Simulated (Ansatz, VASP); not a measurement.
## Hf3Ti in two plane-wave programs

Aim: how closely do two programs agree when they are given the same cell, functional and k mesh? The cell is invented: other elements were put on sites of a known structure type. It may not be a known or stable phase. The cell is taken from a series of runs on this material, whose earlier steps may have relaxed, scaled, displaced or heated it; both programs get it as it stands.

Main program and level: Ansatz 0.2.0; plane waves, with VASP 6.6.1 beside it; electric field gradients at PBEsol.

## 1. The starting structure

The structure is hexagonal, space group P-6m2 (No. 187). The conventional cell has a = 3.101 Å, b = 3.101 Å, c = 9.802 Å, α = 90.00°, β = 90.00°, γ = 120.00°. Nearest to Hf lie 12 Hf at 3.10 to 3.11 Å. Hf has 3 Ti at 2.96 Å and 9 Hf at 3.10 to 3.11 Å nearest. Nearest to Ti lie 6 Hf at 2.96 Å and 6 Ti at 3.10 Å. Farther neighbours are not listed.

Coordinates:

```cif
data_structure
_symmetry_space_group_name_H-M 'P-6m2'
_symmetry_Int_Tables_number 187
_cell_length_a 3.1008
_cell_length_b 3.1008
_cell_length_c 9.8015
_cell_angle_alpha 90.000
_cell_angle_beta 90.000
_cell_angle_gamma 120.000
_cell_volume 81.61
loop_
_atom_site_label
_atom_site_type_symbol
_atom_site_symmetry_multiplicity
_atom_site_Wyckoff_symbol
_atom_site_fract_x
_atom_site_fract_y
_atom_site_fract_z
_atom_site_occupancy
Hf1 Hf 1 b 0.00000 0.00000 0.50000 1
Hf2 Hf 2 i 0.66667 0.33333 0.75960 1
Ti1 Ti 1 a 0.00000 0.00000 0.00000 1
```

## 2. VASP: electric field gradients, PBEsol

Field gradients test the density near the nuclei, where the PAW reconstruction matters most.

Lines of VASP's logs that name or quote its potential files are left out, and so is its time.

File INCAR:

```
SYSTEM = Hf3Ti
PREC = Accurate
ENCUT = 620
EDIFF = 1E-06
NELM = 100
ISMEAR = 1
SIGMA = 0.2
LREAL = .FALSE.
ALGO = Normal
GGA = PS
NBANDS = 30
LASPH = .TRUE.
LORBIT = 11
LWAVE = .FALSE.
LCHARG = .FALSE.
KPAR = 2
ISIF = 2
LEFG = .TRUE.
```

File POSCAR:

```
Hf3Ti
1.0
    3.1007638671      0.0000000000      0.0000000000
   -1.5503819285      2.6853402810      0.0000000000
    0.0000000000      0.0000000000      9.8015148450
Hf Ti
3 1
Direct
    0.3333333300      0.6666666700      0.5000000000
    0.0000000000      0.0000000000      0.7596028180
    0.0000000000      0.0000000000      0.2403971820
    0.3333333300      0.6666666700      0.0000000000
```

File KPOINTS:

```
Automatic mesh
0
Gamma
7 7 2
0 0 0
```

The projector-augmented-wave data sets are Hf_sv_GW and Ti_sv_GW (PBE family, release 64).

The run is started by

```bash
mpirun -np 2 vasp_std
```

Numbers of over 12 decimals in the logs are rounded to 6 here.

The log of the run:

```text
[banner, memory and clock lines left out]
running    2 mpi-ranks, on    1 nodes
 distrk:  each k-point on    1 cores,    2 groups
 distr:  one band on    1 cores,    1 groups

 POSCAR found type information on POSCAR HfTi
 POSCAR found :  2 types and       4 ions
|                                                                             |
|               ----> ADVICE to this user running VASP <----                  |
|                                                                             |
|     You enforced a specific xc type in the INCAR file but a different       |
|     [... a line on the potential file left out ...]
|     I HOPE YOU KNOW WHAT YOU ARE DOING!                                     |
|                                                                             |

 LDA part: xc-table for (Slater+PW92), standard interpolation
 POSCAR, INCAR and KPOINTS ok, starting setup
 FFT: planning ... GRIDC
 FFT: planning ... GRID_SOFT
 FFT: planning ... GRID
 WAVECAR not read
 entering main loop
       N       E                     dE             d eps       ncg     rms          rms(c)
DAV:   1     0.741885519662E+03    0.74189E+03   -0.29197E+04  1170   0.187E+03
DAV:   2     0.182104471036E+02   -0.72368E+03   -0.70693E+03  1728   0.716E+02
DAV:   3    -0.523560936680E+02   -0.70567E+02   -0.68009E+02  1640   0.206E+02
DAV:   4    -0.550919702394E+02   -0.27359E+01   -0.25051E+01  1506   0.309E+01
DAV:   5    -0.552903583833E+02   -0.19839E+00   -0.18685E+00  1286   0.637E+00    0.285E+02
DAV:   6    -0.544964853790E+02    0.79387E+00   -0.29825E+01  1560   0.573E+01    0.145E+02
DAV:   7    -0.127650492151E+03   -0.73154E+02   -0.87245E+02  1604   0.330E+02    0.560E+01
DAV:   8    -0.766097498533E+02    0.51041E+02   -0.40794E+01  1430   0.460E+01    0.758E+01
DAV:   9    -0.594563437985E+02    0.17153E+02   -0.20478E+01  1576   0.225E+01    0.512E+01
DAV:  10    -0.569768793933E+02    0.24795E+01   -0.16351E+00  1616   0.773E+00    0.417E+01
DAV:  11    -0.510698296735E+02    0.59070E+01   -0.10337E+01  1408   0.204E+01    0.126E+01
DAV:  12    -0.512007521026E+02   -0.13092E+00   -0.87380E-01  1476   0.468E+00    0.150E+01
DAV:  13    -0.508677169895E+02    0.33304E+00   -0.35684E-01  1672   0.694E+00    0.155E+01
DAV:  14    -0.513477285431E+02   -0.48001E+00   -0.86997E+00  1672   0.237E+01    0.170E+01
[...]
DAV:  20    -0.505066509071E+02    0.42492E-02   -0.12334E-02  1596   0.997E-01    0.276E-01
DAV:  21    -0.505077077517E+02   -0.10568E-02   -0.23543E-03  1652   0.462E-01    0.400E-01
DAV:  22    -0.505068845406E+02    0.82321E-03   -0.11166E-03  1612   0.354E-01    0.282E-01
DAV:  23    -0.505065726017E+02    0.31194E-03   -0.10368E-03  1364   0.277E-01    0.653E-02
DAV:  24    -0.505065710246E+02    0.15770E-05   -0.75207E-05  1528   0.805E-02    0.593E-02
DAV:  25    -0.505065681665E+02    0.28582E-05   -0.46142E-06   986   0.175E-02    0.385E-02
DAV:  26    -0.505065651778E+02    0.29887E-05   -0.27151E-05  1308   0.559E-02    0.133E-02
DAV:  27    -0.505065649948E+02    0.18304E-06   -0.53816E-07   746   0.132E-02
ion   1
     0.0000000     0.0000006     0.0000000    -0.7830147    -0.0000000    -0.0000001
     0.0000654     0.0000006     0.0000000    -0.7830147    -0.0000000    -0.0000001
     0.0000901     0.0000006     0.0000000    -0.7830147    -0.0000000    -0.0000001
     0.0001241     0.0000006     0.0000000    -0.7830147    -0.0000000    -0.0000001
     0.0001709     0.0000006     0.0000000    -0.7830146    -0.0000000    -0.0000001

     0.0000000     0.0000495     0.0000000   -38.4853865    -0.0000000    -0.0000094
     0.0000654     0.0000494     0.0000000   -38.4545887    -0.0000000    -0.0000093
     0.0000901     0.0000494     0.0000000   -38.4394274    -0.0000000    -0.0000093
     0.0001241     0.0000494     0.0000000   -38.4160154    -0.0000000    -0.0000093
     0.0001709     0.0000493     0.0000000   -38.3800124    -0.0000000    -0.0000093

ion   2
     0.0000000     0.0000006     0.0000000    -1.2108685    -0.0000000    -0.0000001
     0.0000654     0.0000006     0.0000000    -1.2108685    -0.0000000    -0.0000001
     0.0000901     0.0000006     0.0000000    -1.2108685    -0.0000000    -0.0000001
     0.0001241     0.0000006     0.0000000    -1.2108684    -0.0000000    -0.0000001
     0.0001709     0.0000006     0.0000000    -1.2108684    -0.0000000    -0.0000001

     0.0000000     0.0000495     0.0000000   -63.7337685    -0.0000000    -0.0000094
     0.0000654     0.0000495     0.0000000   -63.6821477    -0.0000000    -0.0000094
     0.0000901     0.0000494     0.0000000   -63.6568027    -0.0000000    -0.0000093
     0.0001241     0.0000494     0.0000000   -63.6177064    -0.0000000    -0.0000093
     0.0001709     0.0000494     0.0000000   -63.5576483    -0.0000000    -0.0000093

ion   3
     0.0000000     0.0000006    -0.0000000    -1.2108685     0.0000000    -0.0000001
     0.0000654     0.0000006    -0.0000000    -1.2108685     0.0000000    -0.0000001
     0.0000901     0.0000006    -0.0000000    -1.2108685     0.0000000    -0.0000001
     0.0001241     0.0000006    -0.0000000    -1.2108684     0.0000000    -0.0000001
     0.0001709     0.0000006    -0.0000000    -1.2108684     0.0000000    -0.0000001

     0.0000000     0.0000495    -0.0000000   -63.7337685     0.0000000    -0.0000094
     0.0000654     0.0000495    -0.0000000   -63.6821477     0.0000000    -0.0000094
     0.0000901     0.0000494    -0.0000000   -63.6568027     0.0000000    -0.0000093
     0.0001241     0.0000494    -0.0000000   -63.6177064     0.0000000    -0.0000093
     0.0001709     0.0000494    -0.0000000   -63.5576483     0.0000000    -0.0000093

ion   4
     0.0000000     0.0000009    -0.0000000    -2.6396675    -0.0000000    -0.0000002
     0.0000422     0.0000009    -0.0000000    -2.6396675    -0.0000000    -0.0000002
     0.0000581     0.0000009    -0.0000000    -2.6396674    -0.0000000    -0.0000002
     0.0000800     0.0000009    -0.0000000    -2.6396673    -0.0000000    -0.0000002
     0.0001102     0.0000009    -0.0000000    -2.6396672    -0.0000000    -0.0000002

     0.0000000     0.0000127     0.0000000    -9.2920278     0.0000000    -0.0000024
     0.0000422     0.0000127     0.0000000    -9.2918938     0.0000000    -0.0000024
     0.0000581     0.0000127     0.0000000    -9.2918112     0.0000000    -0.0000024
     0.0000800     0.0000127     0.0000000    -9.2916731     0.0000000    -0.0000024
     0.0001102     0.0000127     0.0000000    -9.2914433     0.0000000    -0.0000024

   1 F= -.50506565E+02 E0= -.50507480E+02  d E =0.274621E-02
```

From OUTCAR (step 2):

```text
ion  position               nearest neighbor table
   1  0.333  0.667  0.500-   2 3.11   3 3.11   2 3.11   3 3.11   2 3.11   3 3.11
   2  0.000  0.000  0.760-   4 2.96   4 2.96   4 2.96   1 3.11   1 3.11   1 3.11
   3  0.000  0.000  0.240-   4 2.96   4 2.96   4 2.96   1 3.11   1 3.11   1 3.11
   4  0.333  0.667  0.000-   2 2.96   3 2.96   2 2.96   3 2.96   2 2.96   3 2.96

  LATTYP: Found a hexagonal cell.
 ALAT       =     3.1007638671
 C/A-ratio  =     3.1610000842

 Subroutine GETGRP returns: Found 12 space group operations
 (whereof 12 operations were pure point group operations)

The static configuration has the point symmetry D_3h.

 Found     16 irreducible k-points:

   k-points           NKPTS =     16   k-points in BZ     NKDIM =     16   number of bands    NBANDS=     30

   dimension x,y,z NGX =    28 NGY =   28 NGZ =   80
   dimension x,y,z NGXF=    56 NGYF=   56 NGZF=  160

   ENCUT  =  620.0 eV  45.57 Ry    6.75 a.u.   6.30  6.30 19.90*2*pi/ulx,y,z

   NELECT =      48.0000    total number of electrons

 k-points in reciprocal lattice and weights: Automatic mesh
   0.00000000  0.00000000  0.00000000       0.010
   0.14285714 -0.00000000  0.00000000       0.061
   0.28571429 -0.00000000  0.00000000       0.061
   0.42857143 -0.00000000  0.00000000       0.061
   0.14285714  0.14285714  0.00000000       0.061
   0.28571429  0.14285714  0.00000000       0.122
   0.42857143  0.14285714  0.00000000       0.061
   0.28571429  0.28571429  0.00000000       0.061
   0.00000000  0.00000000  0.50000000       0.010
[...]
0.42857143  0.14285714  0.50000000       0.061
   0.28571429  0.28571429  0.50000000       0.061

 average (electrostatic) potential at core
       1 -82.2755       2 -82.2407       3 -82.2407       4 -94.7298

 E-fermi :   8.9647

 k-point     1 :       0.0000    0.0000    0.0000
  band No.  band energies     occupation
    ...
     18       3.3326      2.00000
     19       3.9301      2.00000
     20       5.5093      2.00000
     21       8.9339      1.25701
     22       9.0084      0.63939
     23       9.5074     -0.00085
     24       9.5074     -0.00085
     25       9.7360     -0.00000
     26       9.7360     -0.00000
     27       9.8464     -0.00000
    ...

 k-point     2 :       0.1429   -0.0000    0.0000
  band No.  band energies     occupation
    ...
     20       6.0014      2.00000
     21       8.5589      2.01456
     22       8.5605      2.01493
     23       8.9260      1.32038
     24       9.0068      0.65198
     25       9.5480     -0.00030
     26       9.7497     -0.00000
     27       9.8192     -0.00000
     28       9.9388     -0.00000
     29      10.1945     -0.00000
    ...

 k-point     3 :       0.2857   -0.0000    0.0000
  band No.  band energies     occupation
    ...
     20       6.7129      2.00000
     21       7.5529      2.00000
     22       8.0876      2.00000
     23       8.1150      2.00000
     24       8.3079      2.00004
     25       9.3261     -0.02829
     26       9.4938     -0.00118
     27       9.6527     -0.00001
     28       9.7766     -0.00000
     29      10.1080     -0.00000
    ...

  Total        0.0806671      0.0806671      0.1265167      0.0000000      0.0000000      0.0000000
  in kB        1.5836014      1.5836014      2.4836895      0.0000000      0.0000000      0.0000000
  external PRESSURE =       1.8836308 kB  Pullay stress =       0.0000000 kB

  energy-cutoff  :      620.00
  volume of cell :       81.61
      direct lattice vectors                 reciprocal lattice vectors
     3.100763867  0.000000000  0.000000000     0.322501178  0.186196141  0.000000000
    -1.550381929  2.685340281  0.000000000     0.000000000  0.372392284  0.000000000
     0.000000000  0.000000000  9.801514845     0.000000000  0.000000000  0.102025046

 POSITION                                       TOTAL-FORCE (eV/Angst)
 -----------------------------------------------------------------------------------
     -0.00000      1.79023      4.90076         0.000000     -0.000000      0.000000
      0.00000      0.00000      7.44526        -0.000000      0.000000      0.016793
      0.00000      0.00000      2.35626        -0.000000      0.000000     -0.016793
     -0.00000      1.79023      0.00000        -0.000000      0.000000      0.000000
 -----------------------------------------------------------------------------------
    total drift:                                0.000094     -0.000054     -0.000000

  FREE ENERGIE OF THE ION-ELECTRON SYSTEM (eV)
  ---------------------------------------------------
  free  energy   TOTEN  =       -50.5065649948 eV

  energy  without entropy=      -50.5093112004  energy(sigma->0) =      -50.50748040

 Electric field gradients after diagonalization (V/A^2)
 (convention: |V_zz| > |V_xx| > |V_yy|)
----------------------------------------------------------------------
 ion       V_xx      V_yy      V_zz     asymmetry (V_yy - V_xx)/ V_zz
----------------------------------------------------------------------
   1     -24.288   -24.288    48.575       0.000
   2     -40.181   -40.180    80.362       0.000
   3     -40.181   -40.180    80.362       0.000
   4      -6.325    -6.325    12.650       0.000
----------------------------------------------------------------------

 total charge
# of ion       s       p       d       f       tot
--------------------------------------------------
    1        4.741   5.961   1.417   0.013  12.132
    2        4.774   5.962   1.413   0.014  12.163
    3        4.774   5.962   1.413   0.014  12.163
    4        2.248   5.968   1.623   0.002   9.841
--------------------------------------------------
tot         16.538  23.854   5.865   0.043  46.299

[... 3 further parts left out ...]
```

The k-mesh is coarse for a metal.

The run ends at a pressure of 0.19 GPa, with forces up to 0.017 eV/Å.

(Part 1 of 2 ends here.)

[Lines on the potential files, build, host, timing and source positions are cut from VASP's logs without a mark.]

[Logs are printed without paths, hosts, clocks, repeated set-up lines and the standing remarks that a program may print on its own settings, such as how far it seeks lower states.]

[Hosts, paths, dates, database ids (printed as entryN), source tags and the programs' standing remarks are cut or masked in the printed files.]
